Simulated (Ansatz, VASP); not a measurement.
# LiCaF3: VASP beside Ansatz, part 2 of 2

One calculation is typed for both programs; each brings its own data sets. How far apart do they land? Of the first pair: The cell is taken from a series of runs on this material, whose earlier steps may have relaxed, scaled, displaced or heated it; both programs get it as it stands.

VASP 6.6.1 and Ansatz 0.2.0.

So far: Set-up; Ansatz: relaxation of cell and atoms, PBE with D3(BJ), pair 1; VASP: relaxation of cell and atoms, PBE with D3(BJ), pair 1; Differences.

## Step 5: VASP: relaxation of cell and atoms, PBE with D3(BJ), pair 2

Level of this step: PBE with D3(BJ); plane waves and PAW (Li_sv, Ca_sv, F) (VASP).

The relaxed volume is the usual yardstick between codes: in a stiff, nearly cubic crystal its relative difference is about their pressure difference at one cell divided by the bulk modulus. Its start cell is another than that of the pair before, and may be another structure of the material.

INCAR

```
SYSTEM = LiCaF3
PREC = Accurate
ENCUT = 750
EDIFF = 1E-07
NELM = 120
ISMEAR = 0
SIGMA = 0.01
LREAL = .FALSE.
ALGO = Normal
GGA = PE
IVDW = 12
NBANDS = 23
LORBIT = 11
LWAVE = .FALSE.
LCHARG = .FALSE.
ISIF = 3
IBRION = 2
NSW = 80
EDIFFG = -0.005
LASPH = .TRUE.
GGA_COMPAT = .FALSE.
NELMIN = 4
EFERMI = MIDGAP
KPAR = 2
```

POSCAR

```
LiCaF3
1.0
    3.7203950001      0.0000000000      0.0000000000
    0.0000000000      3.7203950001      0.0000000000
    0.0000000000      0.0000000000      3.8467970123
Li Ca F
1 1 3
Direct
    0.5000000000      0.5000000000      0.5056765330
    0.0000000000      0.0000000000      0.9372016871
    0.0000000000      0.5000000000      0.5406982348
    0.5000000000      0.0000000000      0.5406982348
    0.5000000000      0.5000000000      0.0232697634
```

KPOINTS

```
Automatic mesh
0
Gamma
6 6 6
0 0 0
```

The projector-augmented-wave data sets are Li_sv, Ca_sv and F (PBE family, release 64).

Command:

```
$ mpirun -np 2 vasp_std
```

Numbers of over 12 decimals in the logs are rounded to 6 here.

Output:

```text
[... set-up lines as in an earlier step ...]
 entering main loop
       N       E                     dE             d eps       ncg     rms          rms(c)
DAV:   1     0.370587605429E+03    0.37059E+03   -0.22245E+04  1840   0.202E+03
DAV:   2    -0.422808924569E+01   -0.37482E+03   -0.36365E+03  2396   0.488E+02
DAV:   3    -0.256919890887E+02   -0.21464E+02   -0.21386E+02  2177   0.117E+02
DAV:   4    -0.283986511683E+02   -0.27067E+01   -0.27047E+01  3462   0.225E+01
[...]
DAV:  13    -0.261321148213E+02   -0.37957E-06   -0.13028E-06  2410   0.117E-02    0.287E-03
DAV:  14    -0.261321145586E+02    0.26267E-06   -0.47697E-07  1924   0.600E-03    0.625E-04
DAV:  15    -0.261321146135E+02   -0.54928E-07   -0.85504E-08  1410   0.294E-03
   1 F= -.26999540E+02 E0= -.26999540E+02  d E =-.269995E+02
[... from here on, the cycles between the ionic steps are left out ...]
   2 F= -.26999558E+02 E0= -.26999558E+02  d E =-.186093E-04
   3 F= -.26999563E+02 E0= -.26999563E+02  d E =-.234999E-04
   4 F= -.26999577E+02 E0= -.26999577E+02  d E =-.134481E-04
   5 F= -.26999600E+02 E0= -.26999600E+02  d E =-.369117E-04
   6 F= -.26999603E+02 E0= -.26999603E+02  d E =-.391913E-04
   7 F= -.26999614E+02 E0= -.26999614E+02  d E =-.116037E-04
   8 F= -.26999643E+02 E0= -.26999643E+02  d E =-.409118E-04
   9 F= -.26999677E+02 E0= -.26999677E+02  d E =-.739892E-04
  10 F= -.26999641E+02 E0= -.26999641E+02  d E =-.387354E-04
  11 F= -.26999680E+02 E0= -.26999680E+02  d E =-.775824E-04
  12 F= -.26999698E+02 E0= -.26999698E+02  d E =-.177941E-04
  13 F= -.26999698E+02 E0= -.26999698E+02  d E =-.175218E-04
  14 F= -.26999699E+02 E0= -.26999699E+02  d E =-.186157E-04
[...]
reached required accuracy - stopping structural energy minimisation
```

From OUTCAR (step 5):

```text
 Edisp (eV)   -0.87225

 Edisp (eV)   -0.87205

  Total       0.00612     0.00612     0.00345     0.00000     0.00000     0.00000
  in kB       0.18521     0.18521     0.10447     0.00000     0.00000     0.00000
  external pressure =        0.16 kB  Pullay stress =        0.00 kB

 POSITION                                       TOTAL-FORCE (eV/Angst)
 -----------------------------------------------------------------------------------
      1.86028      1.86028      1.93898         0.000000     -0.000000     -0.004130
      0.00000      0.00000      3.60185         0.000000      0.000000      0.003472
      0.00000      1.86028      2.06023        -0.000000      0.000000      0.001745
      1.86028      0.00000      2.06023         0.000000      0.000000      0.001745
      1.86028      1.86028      0.08536         0.000000     -0.000000     -0.002832
 -----------------------------------------------------------------------------------
    total drift:                                0.000000      0.000000      0.001556

  FREE ENERGIE OF THE ION-ELECTRON SYSTEM (eV)
  ---------------------------------------------------
  free  energy   TOTEN  =       -26.9996987616 eV

  energy  without entropy=      -26.9996987616  energy(sigma->0) =      -26.99969876

[... 1 part as in an earlier step ...]

[... 3 further parts left out ...]
[key lines of the parts left out:]
E-fermi :   3.4199
```

## Step 6: Ansatz: relaxation of cell and atoms, PBE with D3(BJ), pair 2

Its own start cell and the same functional and mesh now go to Ansatz, which takes its cutoff from its data sets.

The two relaxations start from unlike cells of this crystal (the structure described is Ansatz's start), so only their ends are compared.

input.yaml

```yaml
crystal:
  lattice:
    - [3.7162501859, 0.0, 0.0]
    - [0.0, 3.7162501859, 0.0]
    - [0.0, 0.0, 3.986953211]
  atoms:
    - { symbol: Li, position: [0.5, 0.5, 0.4968535327] }
    - { symbol: Ca, position: [0.0, 0.0, 0.9125223281] }
    - { symbol: F, position: [0.0, 0.5, 0.5537222266] }
    - { symbol: F, position: [0.5, 0.0, 0.5537222266] }
    - { symbol: F, position: [0.5, 0.5, 0.0307237039] }
kpoints:
  mp_grid: { grid: [6, 6, 6] }
hamiltonian:
  xc: pbe
  dispersion: d3bj
scf:
  occupations: { method: fixed }
output:
  forces: true
  stress: true
  eigenvalues: true
relax:
  adjacent_minimum: "off"
  f_tol: 0.001
  max_steps: 60
  cell: { stress_tol: 0.01 }
```

Command:

```
$ ansatz run input.yaml --threads 4 --pin off --max-ram 7168MiB --backend cpu --events-out ev --progress --plain --runs-dir out
```

Output:

```text
[...]
Crystal: 5 atoms, lattice volume = 55.062 Å³
Basis set: ecut = 420 eV, 1053 PW (Γ), exchange–correlation on 50×50×54 points (8 copies of the dense FFT grid, shifted against one another)
Bands: 22, of which v1, the nominal top of the filled ones, is band 17 counted from 1 (16 counted from 0)
Symmetry: 8 space group operations
[...]
k-points: 40 of 216 (time reversal used)
[...]
--- Relaxed structure (6 steps of the walk, 6 accepted, 2 SCFs on fresh bases) ---
[...]
cell:  # Å, volume = 55.1119 Å³
    - [3.715756, 0.0, 0]
    - [0.0, 3.715756, 0.0]
    - [0, 0.0, 3.991637]
  atoms:
    - { symbol: Li, position: [0.5, 0.5, 0.496436] }
    - { symbol: Ca, position: [0, 0.0, 0.912013] }
    - { symbol: F, position: [0, 0.5, 0.554099] }
    - { symbol: F, position: [0.5, 0.0, 0.554099] }
    - { symbol: F, position: [0.5, 0.5, 0.030897] }
[key lines of the parts left out:]
SCF converged after 9 iterations
Free energy (F): -4455.974708 eV
Fermi energy:    3.385226 eV
P = ⅓ Tr σ = 0.0034 GPa (0.034 kbar)
```

## Step 7: Comparison

Compared:

| quantity | Ansatz | VASP | difference |
| --- | --- | --- | --- |
| volume (Å³) | 55.11 | 52.96 | +4.06 % |
| edge a after relaxation, in the typed setting (Å) | 3.716 | 3.721 | -0.13 % |
| edge c after relaxation, in the typed setting (Å) | 3.992 | 3.826 | +4.33 % |

## Step 8: VASP: relaxation of cell and atoms, PBE with D3(BJ), pair 3

The relaxed volume is the usual yardstick between codes: in a stiff, nearly cubic crystal its relative difference is about their pressure difference at one cell divided by the bulk modulus. Its start cell is another than that of the pair before, and may be another structure of the material.

INCAR is that of step 5.

POSCAR

```
LiCaF3
1.0
    3.7212289944      0.0000000000      0.0000000000
    0.0000000000      3.8089001162      0.0000000000
    0.0000000000      0.0000000000      3.7212289944
Li Ca F
1 1 3
Direct
    0.5000000000      0.4928785533      0.5000000000
    0.0000000000      0.0543409776      0.0000000000
    0.0000000000      0.4632698030      0.5000000000
    0.5000000000      0.4632698030      0.0000000000
    0.5000000000      0.9786968282      0.5000000000
```

KPOINTS

```
Automatic mesh
0
Gamma
8 8 8
0 0 0
```

Command:

```
$ mpirun -np 2 vasp_std
```

Output:

```text
[... set-up lines as in an earlier step ...]
 entering main loop
       N       E                     dE             d eps       ncg     rms          rms(c)
DAV:   1     0.373378688247E+03    0.37338E+03   -0.22377E+04  3450   0.203E+03
DAV:   2    -0.369680700021E+01   -0.37708E+03   -0.36372E+03  4370   0.489E+02
DAV:   3    -0.256964808155E+02   -0.22000E+02   -0.21921E+02  4076   0.118E+02
DAV:   4    -0.283772667514E+02   -0.26808E+01   -0.26782E+01  6514   0.224E+01
[...]
DAV:  13    -0.261226078799E+02   -0.59931E-06   -0.13190E-06  4489   0.112E-02    0.289E-03
DAV:  14    -0.261226076628E+02    0.21714E-06   -0.51343E-07  3503   0.607E-03    0.613E-04
DAV:  15    -0.261226077213E+02   -0.58540E-07   -0.75818E-08  2677   0.288E-03
   1 F= -.26998209E+02 E0= -.26998209E+02  d E =-.269982E+02
[...]
N       E                     dE             d eps       ncg     rms          rms(c)
DAV:   1    -0.261228911943E+02   -0.28353E-03   -0.15678E-03  3632   0.350E-01    0.434E-02
DAV:   2    -0.261228649649E+02    0.26229E-04   -0.91344E-05  4041   0.741E-02    0.165E-02
DAV:   3    -0.261228612018E+02    0.37631E-05   -0.60781E-06  5015   0.242E-02    0.752E-03
DAV:   4    -0.261228602394E+02    0.96236E-06   -0.30735E-06  6082   0.135E-02    0.212E-03
DAV:   5    -0.261228598653E+02    0.37413E-06   -0.22344E-07  3268   0.538E-03    0.726E-04
DAV:   6    -0.261228597212E+02    0.14404E-06   -0.26445E-08  2005   0.167E-03    0.168E-04
DAV:   7    -0.261228597444E+02   -0.23144E-07   -0.68141E-09  1781   0.834E-04
   2 F= -.26998217E+02 E0= -.26998217E+02  d E =-.847034E-05
 trial-energy change:   -0.000008  1 .order   -0.000008   -0.000011   -0.000006
 step:   2.1385(harm=  2.1385)  dis= 0.00025  next Energy=   -26.998220 (dE=-0.116E-04)
 reached required accuracy - stopping structural energy minimisation
```

From OUTCAR (step 8):

```text
 Edisp (eV)   -0.87560

 Edisp (eV)   -0.87536

  Total      -0.00468     0.01587    -0.00468    -0.00000     0.00000     0.00000
  in kB      -0.14211     0.48202    -0.14211    -0.00000     0.00000     0.00000
  external pressure =        0.07 kB  Pullay stress =        0.00 kB

 POSITION                                       TOTAL-FORCE (eV/Angst)
 -----------------------------------------------------------------------------------
      1.86059      1.87768      1.86059         0.000000     -0.002059     -0.000000
      0.00000      0.20716      0.00000         0.000000      0.003981     -0.000000
      0.00000      1.76513      1.86059         0.000000     -0.000517      0.000000
      1.86059      1.76513      3.72119         0.000000     -0.000517      0.000000
      1.86059      3.72890      1.86059         0.000000     -0.000888      0.000000
 -----------------------------------------------------------------------------------
    total drift:                                0.000000     -0.001197     -0.000001

  FREE ENERGIE OF THE ION-ELECTRON SYSTEM (eV)
  ---------------------------------------------------
  free  energy   TOTEN  =       -26.9982171258 eV

  energy  without entropy=      -26.9982171258  energy(sigma->0) =      -26.99821713

[... 1 part as in an earlier step ...]

[... 3 further parts left out ...]
[key lines of the parts left out:]
E-fermi :   3.4552
```

## Step 9: Ansatz: relaxation of cell and atoms, PBE with D3(BJ), pair 3

Its own start cell and the same functional and mesh now go to Ansatz, which takes its cutoff from its data sets.

The two relaxations start from unlike cells of this crystal (the structure described is Ansatz's start), so only their ends are compared.

input.yaml

```yaml
crystal:
  lattice:
    - [3.7200041892, 0.0, 0.0]
    - [0.0, 3.7200041892, 0.0]
    - [0.0, 0.0, 3.7200041892]
  atoms:
    - { symbol: Li, position: [0.5, 0.4908824452, 0.5] }
    - { symbol: Ca, position: [0.0, 0.0376343662, 0.0] }
    - { symbol: F, position: [0.0, 0.4707011251, 0.5] }
    - { symbol: F, position: [0.5, 0.4707011251, 0.0] }
    - { symbol: F, position: [0.5, -0.0174630795, 0.5] }
kpoints:
  mp_grid: { grid: [8, 8, 8] }
hamiltonian:
  xc: pbe
  dispersion: d3bj
scf:
  occupations: { method: fixed }
output:
  forces: true
  stress: true
  eigenvalues: true
relax:
  adjacent_minimum: "off"
  f_tol: 0.002
  max_steps: 120
  cell: { stress_tol: 0.03 }
```

Command:

```
$ ansatz run input.yaml --threads 4 --pin off --max-ram 7168MiB --backend cpu --events-out ev --progress --plain --runs-dir out
```

Output:

```text
[...]
Crystal: 5 atoms, lattice volume = 51.479 Å³
Basis set: ecut = 420 eV, 1021 PW (Γ), exchange–correlation on 50×50×50 points (8 copies of the dense FFT grid, shifted against one another)
Bands: 22, of which v1, the nominal top of the filled ones, is band 17 counted from 1 (16 counted from 0)
Symmetry: 8 space group operations
[...]
k-points: 75 of 512 (time reversal used)
[...]
--- Relaxed structure (22 steps of the walk, 20 accepted, 6 SCFs on fresh bases) ---
[...]
cell:  # Å, volume = 55.0619 Å³
    - [3.716250, 0, 0]
    - [0, 3.986953, 0.0]
    - [0, 0.0, 3.716250]
  atoms:
    - { symbol: Li, position: [0.500000, 0.503146, 0.500000] }
    - { symbol: Ca, position: [0, 0.087478, 0] }
    - { symbol: F, position: [0, 0.446278, 0.500000] }
    - { symbol: F, position: [0.500000, 0.446278, 0.0] }
    - { symbol: F, position: [0.500000, -0.030724, 0.500000] }
[key lines of the parts left out:]
SCF converged after 7 iterations
Free energy (F): -4455.974577 eV
Fermi energy:    3.397967 eV
P = ⅓ Tr σ = -0.0011 GPa (-0.011 kbar)
```

## Step 10: Side by side

The two programs side by side:

| quantity | Ansatz | VASP | difference |
| --- | --- | --- | --- |
| volume (Å³) | 55.06 | 52.76 | +4.37 % |
| edge a after relaxation, in the typed setting (Å) | 3.716 | 3.721 | -0.13 % |
| edge b after relaxation, in the typed setting (Å) | 3.987 | 3.810 | +4.64 % |

## Step 11: What came out

```yaml
difference_in_volume_relaxation_of_cell_and_atoms_pbe_with_d3_bj_pair_1: 0.16 %
difference_in_edge_c_after_relaxation_in_the_typed_setting_relaxation_of_cell_and_atoms_pbe_with_d3_bj_pair_2: 4.3 %
difference_in_edge_b_after_relaxation_in_the_typed_setting_relaxation_of_cell_and_atoms_pbe_with_d3_bj_pair_3: 4.6 %
```

What this shows: The difference in edge b after relaxation, in the typed setting is 4.6 % (relaxation of cell and atoms, PBE with D3(BJ), pair 3), beyond the 1.2 % picked in this series as the mark of a large difference, as far as the stopping tolerances let one tell. What causes the difference of the relaxation of cell and atoms, PBE with D3(BJ), pair 2 pair stays open here. What causes the difference of the relaxation of cell and atoms, PBE with D3(BJ), pair 3 pair stays open here. 5 further runs of this series are not shown here. How closely two codes agree says nothing of how well the functional describes the real material.

[Lines on the potential files, build, host, timing and source positions are cut from VASP's logs without a mark.]

[Logs are printed without paths, hosts, clocks, repeated set-up lines and the standing remarks that a program may print on its own settings, such as how far it seeks lower states.]

[Hosts, paths, dates, database ids (printed as entryN), source tags and the programs' standing remarks are cut or masked in the printed files.]
